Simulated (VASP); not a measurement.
Input for VASP

INCAR:
```
# general
SYSTEM  = Cs
PREC    = Accurate
ENCUT   = 400
LREAL   = .FALSE.
LASPH   = .TRUE.

# electronic loop
EDIFF   = 1E-6
NELM    = 100
ALGO    = Normal
LMAXMIX = 4

# smearing
ISMEAR  = 1
SIGMA   = 0.1

# functional
GGA     = PE

# ions
ISIF    = 2

# output
LWAVE   = .FALSE.
LCHARG  = .FALSE.
```

File KPOINTS:
```
K-points
0
Gamma
8 8 8
0 0 0
```

File POSCAR:
```
Cs
1
   -3.1110000000     3.1110000000     3.1110000000
    3.1110000000    -3.1110000000     3.1110000000
    3.1110000000     3.1110000000    -3.1110000000
Cs
1
Direct
  0.0000000000   0.0000000000   0.0000000000
```

POTCAR, in this order: Cs_sv (PBE.64 set). Program: vasp_std.

### Question
Write an equivalent input for Ansatz.

### Answer
One equivalent input (not run):
Ansatz 0.2 input:
```yaml
crystal:
  lattice:
    - [-3.1110000, 3.1110000, 3.1110000]
    - [3.1110000, -3.1110000, 3.1110000]
    - [3.1110000, 3.1110000, -3.1110000]
  atoms:
    - { symbol: Cs, position: [0.0000000, 0.0000000, 0.0000000] }
kpoints:
  mp_grid: { grid: [8, 8, 8] }
hamiltonian:
  xc: pbe
  pseudopotentials: { kind: paw }
scf:
  occupations: { method: methfessel_paxton, width: 0.1 }
  max_iter: 100
output: { forces: true, stress: true, eigenvalues: true }
```
What does not carry over: each code has its own PAW files, so the cut-off isn't converted (ENCUT is set for VASP's; basis.ecutwfc is left out, and Ansatz then takes the one that its files recommend); Ansatz stops its SCF on the density residual and VASP on the energy change (EDIFF).

The compound is Cs in the bcc structure. The cell was not relaxed at this level.
